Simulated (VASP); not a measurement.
The input files of a VASP run:

### INCAR
```
# general
SYSTEM   =  NbC
PREC     =  Accurate
ENCUT    =  620   # plane-wave cut-off (eV)
LREAL    =  .FALSE.
LASPH    =  .TRUE.   # aspherical one-centre terms

# electronic loop
EDIFF    =  1E-6   # SCF stop (eV)
NELM     =  100   # most electronic steps
ALGO     =  Normal
LMAXMIX  =  4

# smearing
ISMEAR   =  1   # Methfessel-Paxton
SIGMA    =  0.1

# functional
GGA      =  PE

# ions
IBRION   =  2
NSW      =  40
ISIF     =  3
EDIFFG   =  -0.02   # ionic stop
PSTRESS  =  100   # kbar

# output
LWAVE    =  .FALSE.
LCHARG   =  .FALSE.
```

POSCAR:
```
NbC
1
    0.0000000000     2.2292136227     2.2292136227
    2.2292136227     0.0000000000     2.2292136227
    2.2292136227     2.2292136227     0.0000000000
Nb C
1 1
Direct
  0.0000000000   0.0000000000   0.0000000000
  0.5000000000   0.5000000000   0.5000000000
```

KPOINTS:
```
Regular mesh
0
gamma
 14 14 14
```

POTCAR, in this order: Nb_sv C (PBE.64 set). Program: vasp_std.

### Question
Translate this PBE calculation to Ansatz.

### Answer
One equivalent input (not run):
Ansatz 0.2 input:
```yaml
crystal:
  lattice:
    - [0.0000000, 2.2292136, 2.2292136]
    - [2.2292136, 0.0000000, 2.2292136]
    - [2.2292136, 2.2292136, 0.0000000]
  atoms:
    - { symbol: Nb, position: [0.0000000, 0.0000000, 0.0000000] }
    - { symbol: C, position: [0.5000000, 0.5000000, 0.5000000] }
kpoints:
  mp_grid: { grid: [14, 14, 14] }
hamiltonian:
  xc: pbe
  pseudopotentials: { kind: paw }
scf:
  occupations: { method: methfessel_paxton, width: 0.1 }
  max_iter: 100
relax:
  max_steps: 40
  f_tol: 0.02
  cell: { p_target: 10 }
output: { forces: true, stress: true, eigenvalues: true }
```
What does not carry over: each code has its own PAW files, so the cut-off isn't converted (ENCUT is set for VASP's; basis.ecutwfc is left out, and Ansatz then takes the one that its files recommend); Ansatz stops its SCF on the density residual and VASP on the energy change (EDIFF).

The compound is NbC in the rock salt structure. This run relaxes it under an external pressure of 10 GPa. Symmetry was kept, so distortions that lower it aren't found.
